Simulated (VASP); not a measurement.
A VASP calculation is set up with these files.

### KPOINTS
```
Automatic mesh
0
G
13 13 13
0 0 0
```

### INCAR
```
# general
SYSTEM    =  TiC
PREC      =  Accurate
ENCUT     =  520
LREAL     =  .FALSE.
LASPH     =  .TRUE.

# electronic loop
EDIFF     =  1E-6
NELM      =  100
ALGO      =  Normal
LMAXMIX   =  4

# smearing
ISMEAR    =  1
SIGMA     =  0.1

# functional
GGA       =  MK
LUSE_VDW  =  .TRUE.
AGGAC     =  0.0
PARAM1    =  0.1234568
PARAM2    =  0.7114
ZAB_VDW   =  -1.8867

# ions
IBRION    =  2
NSW       =  60
ISIF      =  3
EDIFFG    =  -0.01

# output
LWAVE     =  .FALSE.
LCHARG    =  .FALSE.
```

POSCAR:
```
TiC
1.0
  0.0000000000   2.1650000000   2.1650000000
  2.1650000000   0.0000000000   2.1650000000
  2.1650000000   2.1650000000   0.0000000000
Ti C
1 1
Cartesian
  0.0000000000   0.0000000000   0.0000000000
  2.1650000000   2.1650000000   2.1650000000
```

POTCAR, in this order: Ti_sv C (PBE.64 set). Program: vasp_std.

Q: Write an equivalent input for Quantum ESPRESSO's pw.x.

A: One equivalent input (not run):
```
&CONTROL
  calculation = 'vc-relax'
  pseudo_dir = './pseudo'
  outdir = './out'
  tprnfor = .true.
  tstress = .true.
  nstep = 60
  forc_conv_thr = 0.00039
/
&SYSTEM
  ibrav = 0
  nat = 2
  ntyp = 2
  ecutwfc = 84
  occupations = 'smearing'
  smearing = 'methfessel-paxton'
  degauss = 0.00735
  input_dft = 'vdw-df2-b86r'
/
&ELECTRONS
  conv_thr = 7.3e-08
  electron_maxstep = 100
/
&IONS
/
&CELL
/
ATOMIC_SPECIES
  Ti 47.867 Ti.upf
  C 12.011 C.upf
CELL_PARAMETERS angstrom
     0.0000000    2.1650000    2.1650000
     2.1650000    0.0000000    2.1650000
     2.1650000    2.1650000    0.0000000
ATOMIC_POSITIONS crystal
  Ti   0.0000000  0.0000000  0.0000000
  C    0.5000000  0.5000000  0.5000000
K_POINTS automatic
  13 13 13 0 0 0
```
Limits of the translation: the potentials are each code's own (VASP's PAW set, PseudoDojo norm-conserving files in pw.x), so ENCUT and ecutwfc are chosen apart and not converted; conv_thr bounds pw.x's estimated SCF error, while EDIFF bounds the energy change between steps; forc_conv_thr acts on force components and is met together with etot_conv_thr.

The compound is TiC in the rock salt structure. This run relaxes it. Symmetry was kept, so distortions that lower it aren't found.
